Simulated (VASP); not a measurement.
Given:

```yaml
crystal:
  lattice:
    - [0.00000, 3.45373, 3.45373]
    - [3.45373, 0.00000, 3.45373]
    - [3.45373, 3.45373, 0.00000]
  atoms:
    - { symbol: Rb, position: [0.00000, 0.00000, 0.00000] }
    - { symbol: Cl, position: [0.50000, 0.50000, 0.50000] }
```

Calculation: RPBE GGA, VASP's PBE PAW potentials (set 64) (plane waves; VASP 6.6.1). Numerical set-up: 520 eV cut-off, Gaussian smearing of 0.050 eV, potentials Rb_sv Cl.

Problem. Give the energies of bands 6 to 11 at the high-symmetry points, in eV from the valence-band maximum.

Solution. 
| band | Γ | X | U | L | W |
|---|---|---|---|---|---|
| 6 | 0.00 | -0.30 | -0.31 | -0.63 | -0.31 |
| 7 | 0.00 | -0.10 | -0.26 | -0.22 | -0.22 |
| 8 | 0.00 | -0.10 | -0.17 | -0.22 | -0.22 |
| 9 | 4.87 | 6.49 | 7.07 | 7.54 | 7.67 |
| 10 | 8.03 | 7.66 | 8.47 | 7.67 | 7.67 |
| 11 | 8.03 | 9.23 | 8.51 | 9.75 | 8.84 |

The gap is direct, 4.87 eV, from the valence maximum at Γ to the conduction minimum at Γ.

Measured: gap 8.50 eV (computed value off by -3.63 eV), as given by Aguado et al., (1998), arXiv:cond-mat/9809176.

The compound is RbCl in the rock salt structure. It was relaxed first, which changed the volume by +16 %.
